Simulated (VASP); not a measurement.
VASP runs on DyBi (a trial cell in the CsCl structure, space group Pm-3m) share one base input (PBE GGA, plane waves, VASP's PBE PAW potentials (set 64)) and change the settings named in each case.

POSCAR:
```
DyBi
1
    3.8973380000     0.0000000000     0.0000000000
    0.0000000000     3.8973380000     0.0000000000
    0.0000000000     0.0000000000     3.8973380000
Dy Bi
1 1
Direct
  0.0000000000   0.0000000000   0.0000000000
  0.5000000000   0.5000000000   0.5000000000
```

### INCAR
```
! general
SYSTEM  = DyBi
PREC    = Accurate
ENCUT   = 400   ! plane-wave cut-off (eV)
LREAL   = .FALSE.   ! projection in real space or not
LASPH   = .TRUE.   ! aspherical one-centre terms

! electronic loop
EDIFF   = 1E-6
NELM    = 100
ALGO    = Normal   ! blocked Davidson
LMAXMIX = 6   ! l cut-off of mixed one-centre charges

! smearing
ISMEAR  = 1
SIGMA   = 0.1

! functional
GGA     = PE   ! PBE

! ions
ISIF    = 2

! output
LWAVE   = .FALSE.
LCHARG  = .FALSE.
```

**KPOINTS**
```
Automatic mesh
0
Gamma
9 9 9
0 0 0
```

POTCAR, in this order: Dy_3 Bi_d (PBE.64 set). Program: vasp_std.

```
change                                                                          E(σ→0) (eV/atom)  pressure (GPa)  −TS (eV)
------------------------------------------------------------------------------  ----------------  --------------  --------
base run                                                                                 -4.8091           -0.64    0.0028
AGGAC = 0.0, GGA = BO, LUSE_VDW = .TRUE., PARAM1 = 0.1833333333, PARAM2 = 0.22           -1.8247           -1.37    0.0034
GGA = PS                                                                                 -5.2741             [?]       [?]
GGA = RE                                                                                 -4.4906             [?]       [?]
GGA removed, LMIXTAU = .TRUE., METAGGA = SCAN                                           -63.8939           -3.03    0.0036
GGA removed, LMIXTAU = .TRUE., METAGGA = R2SCAN                                         -45.9452           -1.35    0.0015
IVDW = 13                                                                                -5.2154           -2.79    0.0028
```

Some entries are withheld; supply them.

- GGA = PS, pressure (GPa): -3.50
- GGA = PS, −TS (eV): 0.0024
- GGA = RE, pressure (GPa): 0.66
- GGA = RE, −TS (eV): 0.0033

Energies of different potentials or functionals have different zeros. The 4f electrons are frozen in the core of the lanthanide potential, so 4f levels, which can set the real gap, and their magnetism are missing. Unless said otherwise, spin-orbit coupling is left out, though it shifts the bands of the heavy elements here.

Left out are runs that ran out of time, are held back, or changed the cell or the kind of run, fixed moments of cells without a moment, rows past the twelfth, gaps on odd meshes, pressures of charged cells and columns that move by less than the noise.

The structure was generated: DyBi was put into the CsCl type (Pm-3m), which need not be its known phase. The cell was not relaxed at this level.
